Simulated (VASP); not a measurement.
# CrN2 (Pnnm) in VASP: equation of state, part 2 of 2

VASP 6.6.1.

## (3) Equation of state, PBE, collinear spin, ferromagnetic start, 8.36 Å³/atom (volume scaled by 0.96)

Contents of INCAR:

```
PREC = Accurate
ENCUT = 520
EDIFF = 1E-7
ISMEAR = -1
SIGMA = 0.05
LREAL = False
LASPH = True
NELM = 150
ALGO = Normal
ISIF = 2
LWAVE = False
LCHARG = False
ISPIN = 2
MAGMOM = 3 3 0 0 0 0
LORBIT = 11
LMAXMIX = 4
GGA = PE
NBANDS = 35
```

Contents of KPOINTS:

```
Automatic mesh
0
Gamma
  7 6 10
```

Contents of POSCAR:

```
CrN2
1.0
    3.8490526979      0.0000000000      0.0000000000
    0.0000000000      4.7445106264      0.0000000000
    0.0000000000      0.0000000000      2.7465414684
Cr N
2 4
Direct
    0.0000000000      0.0000000000      0.0000000000
    0.5000000000      0.5000000000      0.5000000000
    0.8661700000      0.5887750000      0.0000000000
    0.1338300000      0.4112250000      0.0000000000
    0.3661700000      0.9112250000      0.5000000000
    0.6338300000      0.0887750000      0.5000000000
```

Potentials or basis: VASP PAW PBE potentials, release 64 (Cr_pv, N).

The run is started by

```sh
> cat potpaw_PBE.64/Cr_pv/POTCAR potpaw_PBE.64/N/POTCAR > POTCAR
> mpirun -np 1 vasp_std > vasp.out
```

It took 6 min on 1 thread of Intel Xeon Platinum 8488C (Sapphire Rapids), shared host; peak memory 0.33 GiB.

The run converged. Its results:

```yaml
Free_energy: -52.7479 eV
Pressure: 11.0 GPa
Largest_force: 0.560 eV/Å
Band_gap_on_the_k_mesh: none (metal or under the smearing width)
Net_moment: 4.21 μB per cell
Site_moments: Cr +2.17; N -0.08 μB
Valence_electrons_inside_the_program's_atomic_spheres: Cr 10.95; N 3.80
```

Caveat: only a ferromagnetic start was run, and an antiferromagnetic order may lie lower in energy.

## (4) Equation of state, PBE, collinear spin, ferromagnetic start, 8.53 Å³/atom (volume scaled by 0.98)

Contents of INCAR:

```
  PREC = Accurate
  ENCUT = 520
  EDIFF = 1E-7
  ISMEAR = -1
  SIGMA = 0.05
  LREAL = False
  LASPH = True
  NELM = 120
  ALGO = Normal
  ISIF = 2
  LWAVE = False
  LCHARG = False
  ISPIN = 2
  MAGMOM = 3 3 0 0 0 0
  LORBIT = 11
  LMAXMIX = 4
  GGA = PE
  NBANDS = 35
```

KPOINTS is that of step 3.

Changes to POSCAR since step 3:

```diff
@@ -2,5 +2,5 @@
 1.0
-    3.8490526979      0.0000000000      0.0000000000
-    0.0000000000      4.7445106264      0.0000000000
-    0.0000000000      0.0000000000      2.7465414684
+    3.8755987277      0.0000000000      0.0000000000
+    0.0000000000      4.7772324234      0.0000000000
+    0.0000000000      0.0000000000      2.7654837323
 Cr N
```

The run is started by

```sh
> cat potpaw_PBE.64/Cr_pv/POTCAR potpaw_PBE.64/N/POTCAR > POTCAR
> mpirun -np 1 vasp_std > vasp.out
```

It took 6.3 min on 1 thread of Intel Xeon Platinum 8488C (Sapphire Rapids), shared host; peak memory 0.35 GiB.

Results (log left out):

```
Free energy                                           : -52.8006 eV
Pressure                                              : 4.8 GPa
Largest force                                         : 0.317 eV/Å
Band gap on the k mesh                                : none (metal or under the smearing width)
Net moment                                            : 4.23 μB per cell
Site moments                                          : Cr +2.20; N -0.09 μB
Valence electrons inside the program's atomic spheres : Cr 10.90; N 3.79
```

Caveat: only a ferromagnetic start was run, and an antiferromagnetic order may lie lower in energy.

## (5) Equation of state, PBE, collinear spin, ferromagnetic start, 8.88 Å³/atom (volume scaled by 1.02)

Contents of INCAR:

```
  PREC = Accurate
  ENCUT = 520
  EDIFF = 1E-7
  ISMEAR = -1
  SIGMA = 0.05
  LREAL = F
  LASPH = T
  NELM = 150
  ALGO = Normal
  ISIF = 2
  LWAVE = F
  LCHARG = F
  ISPIN = 2
  MAGMOM = 3 3 0 0 0 0
  LORBIT = 11
  LMAXMIX = 4
  GGA = PE
  NBANDS = 35
```

KPOINTS is that of step 4.

Changes to POSCAR since step 4:

```diff
@@ -2,5 +2,5 @@
 1.0
-    3.8755987277      0.0000000000      0.0000000000
-    0.0000000000      4.7772324234      0.0000000000
-    0.0000000000      0.0000000000      2.7654837323
+    3.9276263954      0.0000000000      0.0000000000
+    0.0000000000      4.8413640011      0.0000000000
+    0.0000000000      0.0000000000      2.8026087493
 Cr N
```

The run is started by

```sh
> cat potpaw_PBE.64/Cr_pv/POTCAR potpaw_PBE.64/N/POTCAR > POTCAR
> mpirun -np 1 vasp_std > vasp.out
```

Run time: 8.6 min. Hardware: 1 thread of Intel Xeon Platinum 8488C (Sapphire Rapids), shared host; peak memory 0.35 GiB.

It converged, with:

```
Free energy                                           : -52.7965 eV
Pressure                                              : -5.5 GPa
Largest force                                         : 0.139 eV/Å
Band gap on the k mesh                                : none (metal or under the smearing width)
Net moment                                            : 4.27 μB per cell
Site moments                                          : Cr +2.25; N -0.10 μB
Valence electrons inside the program's atomic spheres : Cr 10.81; N 3.75
```

Caveat: only a ferromagnetic start was run, and an antiferromagnetic order may lie lower in energy.

## (6) Equation of state, PBE, collinear spin, ferromagnetic start, 9.06 Å³/atom (volume scaled by 1.04)

Contents of INCAR:

```
SYSTEM = CrN2
  PREC = Accurate
  ENCUT = 520
  EDIFF = 1E-7
  ISMEAR = -1
  SIGMA = 0.05
  LREAL = .False.
  LASPH = .True.
  NELM = 150
  ALGO = Normal
  ISIF = 2
  LWAVE = .False.
  LCHARG = .False.
  ISPIN = 2
  MAGMOM = 3 3 0 0 0 0
  LORBIT = 11
  LMAXMIX = 4
  GGA = PE
  NBANDS = 35
```

Contents of KPOINTS:

```
Automatic mesh
0
Gamma
  7 6 10
  0 0 0
```

Changes to POSCAR since step 5:

```diff
@@ -2,5 +2,5 @@
 1.0
-    3.9276263954      0.0000000000      0.0000000000
-    0.0000000000      4.8413640011      0.0000000000
-    0.0000000000      0.0000000000      2.8026087493
+    3.9531311776      0.0000000000      0.0000000000
+    0.0000000000      4.8728023106      0.0000000000
+    0.0000000000      0.0000000000      2.8208080173
 Cr N
```

Potentials or basis: VASP PAW PBE potentials, release 64 (Cr_pv, N).

The run is started by

```sh
> cat potpaw_PBE.64/Cr_pv/POTCAR potpaw_PBE.64/N/POTCAR > POTCAR
> mpirun -np 1 vasp_std > vasp.out
```

It took 5.9 min on 1 thread of Intel Xeon Platinum 8488C (Sapphire Rapids), shared host; peak memory 0.36 GiB.

It converged, with:

* Free energy: -52.7473 eV
* Pressure: -9.9 GPa
* Largest force: 0.340 eV/Å
* Band gap on the k mesh: none (metal or under the smearing width)
* Net moment: 4.30 μB per cell
* Site moments: Cr +2.28; N -0.11 μB
* Valence electrons inside the program's atomic spheres: Cr 10.77; N 3.73

Caveat: only a ferromagnetic start was run, and an antiferromagnetic order may lie lower in energy.

## (7) Equation of state, PBE, collinear spin, ferromagnetic start, 9.23 Å³/atom (volume scaled by 1.06)

Changes to INCAR since step 6:

```diff
@@ -8,3 +8,3 @@
   LASPH = .True.
-  NELM = 150
+  NELM = 100
   ALGO = Normal
```

Contents of KPOINTS:

```
regular mesh
0
Gamma
  7 6 10
  0 0 0
```

Changes to POSCAR since step 6:

```diff
@@ -2,5 +2,5 @@
 1.0
-    3.9531311776      0.0000000000      0.0000000000
-    0.0000000000      4.8728023106      0.0000000000
-    0.0000000000      0.0000000000      2.8208080173
+    3.9783110359      0.0000000000      0.0000000000
+    0.0000000000      4.9038401048      0.0000000000
+    0.0000000000      0.0000000000      2.8387754318
 Cr N
```

Potentials or basis: VASP PAW PBE potentials, release 64 (Cr_pv, N).

The run is started by

```sh
> cat potpaw_PBE.64/Cr_pv/POTCAR potpaw_PBE.64/N/POTCAR > POTCAR
> mpirun -np 1 vasp_std > vasp.out
```

OUTCAR:

```text
SYSTEM = CrN2
   PREC = Accurate
   ENCUT = 520
   EDIFF = 1E-7
   ISMEAR = -1
   LREAL = .False.
   LASPH = .True.
   NELM = 100
   ISIF = 2
   ISPIN = 2
   LORBIT = 11
   GGA = PE

 Found     96 irreducible k-points:

 Following reciprocal coordinates:
            Coordinates               Weight
  0.000000  0.000000  0.000000      1.000000
  0.142857  0.000000  0.000000      2.000000
  0.285714  0.000000  0.000000      2.000000
  0.428571  0.000000  0.000000      2.000000
  0.000000  0.166667  0.000000      2.000000
  0.142857  0.166667  0.000000      4.000000
[... 549 lines left out ...]
      0.00000      0.00000      0.00000        -0.000000      0.000000      0.000000
      1.98916      2.45192      1.41939        -0.000000      0.000000      0.000000
      3.44589      2.88726      0.00000         0.363583     -0.389480      0.000000
      0.53242      2.01658      0.00000        -0.363583      0.389480      0.000000
      1.45674      4.46850      1.41939         0.363583      0.389480      0.000000
      2.52157      0.43534      1.41939        -0.363583     -0.389480      0.000000
 -----------------------------------------------------------------------------------
    total drift:                               -0.000000      0.000000      0.000000

  FREE ENERGIE OF THE ION-ELECTRON SYSTEM (eV)
  ---------------------------------------------------
  free  energy   TOTEN  =       -52.6710921887 eV

  energy  without entropy=      -52.6618360964  energy(sigma->0) =      -52.66646414

 total charge

# of ion       s       p       d       tot
------------------------------------------
    1        0.314   6.339   4.074  10.727
    2        0.314   6.339   4.074  10.727
    3        1.251   2.469   0.000   3.720
    4        1.251   2.469   0.000   3.720
    5        1.251   2.469   0.000   3.720
    6        1.251   2.469   0.000   3.720
--------------------------------------------------
tot          5.632  22.553   8.147  36.333

 magnetization (x)

# of ion       s       p       d       tot
------------------------------------------
    1        0.016   0.017   2.276   2.309
    2        0.016   0.017   2.276   2.309
    3       -0.005  -0.108   0.000  -0.113
    4       -0.005  -0.108   0.000  -0.113
    5       -0.005  -0.108   0.000  -0.113
    6       -0.005  -0.108   0.000  -0.113
--------------------------------------------------
tot          0.013  -0.398   4.552   4.167
```

stdout:

```text
POSCAR found type information on POSCAR CrN
 POSCAR found :  2 types and       6 ions
 scaLAPACK will be used
 LDA part: xc-table for (Slater+PW92), standard interpolation
 POSCAR, INCAR and KPOINTS ok, starting setup
 FFT: planning ... GRIDC
 FFT: planning ... GRID_SOFT
 FFT: planning ... GRID
 WAVECAR not read
 entering main loop
```

Run time: 6.7 min. Hardware: 1 thread of Intel Xeon Platinum 8488C (Sapphire Rapids), shared host; peak memory 0.36 GiB.

What came out:

```
Free energy                                           : -52.6711 eV
Pressure                                              : -13.8 GPa
Largest force                                         : 0.533 eV/Å
Band gap on the k mesh                                : none (metal or under the smearing width)
Net moment                                            : 4.33 μB per cell
Site moments                                          : Cr +2.31; N -0.11 μB
Valence electrons inside the program's atomic spheres : Cr 10.73; N 3.72
```

Caveat: only a ferromagnetic start was run, and an antiferromagnetic order may lie lower in energy.

## (8) Equation of state, PBE, collinear spin, ferromagnetic start

This step only gathers the single runs of the series.

Results:

```yaml
Equilibrium_volume: 8.69 Å³/atom
Bulk_modulus_at_fixed_shape_and_positions: 261 GPa
Pressure_derivative_of_the_bulk_modulus: 4.6
```

Energy against volume, from the lowest point:
```csv
volume (Å³/atom),energy (meV/atom)
8.185,27.10
8.359,11.26
8.534,2.48
8.708,0.00
8.882,3.16
9.056,11.36
9.230,24.06
```

Caveat: the cell was scaled at fixed shape and fractional positions, which overstates the stiffness of a crystal with free parameters, most of all of layers and chains.
